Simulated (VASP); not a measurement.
Input of a VASP 6.6.1 run:

INCAR

```
SYSTEM = Ti2RuC3
PREC = Normal ; ENCUT = 520
EDIFF = 1E-5 ; ISMEAR = 0
SIGMA = 0.15 ; LREAL = Auto
LASPH = .TRUE. ; NELM = 80
ALGO = Fast ; ISIF = 2
LWAVE = .FALSE. ; LCHARG = .FALSE.
GGA = PE ; KPAR = 2
```

Contents of KPOINTS:

```
Automatic mesh
0
G
  8 8 8
  0 0 0
```

File POSCAR:

```
Ti2RuC3
1.0
   -1.5444400000      2.1700000000      4.4829000000
    1.5444400000     -2.1700000000      4.4829000000
    3.0888800000      4.3400000000     -8.9658000000
Ti Ru C
4 2 6
Direct
    0.3318780000      0.3318780000      0.0000000000
    0.3318780000      0.3318780000      0.5000000000
    0.6681220000      0.6681220000      0.0000000000
    0.6681220000      0.6681220000      0.5000000000
    0.0000000000      0.0000000000      0.0000000000
    0.0000000000      0.0000000000      0.5000000000
    0.1687670000      0.6687670000      0.2500000000
    0.1687670000      0.6687670000      0.7500000000
    0.8312330000      0.3312330000      0.2500000000
    0.8312330000      0.3312330000      0.7500000000
    0.5000000000      0.0000000000      0.2500000000
    0.5000000000      0.0000000000      0.7500000000
```

Potentials or basis: VASP PAW PBE potentials, release 64 (Ti_sv, Ru_pv, C).

Command:

```bash
$ cat potpaw_PBE.64/Ti_sv/POTCAR potpaw_PBE.64/Ru_pv/POTCAR potpaw_PBE.64/C/POTCAR > POTCAR
$ mpirun -np 2 vasp_std > vasp.out
```

Task: Estimate the largest force.

Result: 0.037 eV/Å.

Task: Predict the band gap on the k mesh.

Result: None (metal or under the smearing width).

Forces in eV/Å, atoms in the order of the input:
```
Ti   0.000  0.000  0.037
Ti   0.000  0.000  0.037
Ti   0.000  0.000 -0.037
Ti   0.000  0.000 -0.037
Ru   0.000  0.000  0.000
Ru   0.000  0.000  0.000
C    0.000  0.000  0.000
C    0.000  0.000  0.000
C    0.000  0.000  0.000
C    0.000  0.000  0.000
C    0.000  0.000  0.000
C    0.000  0.000  0.000
```
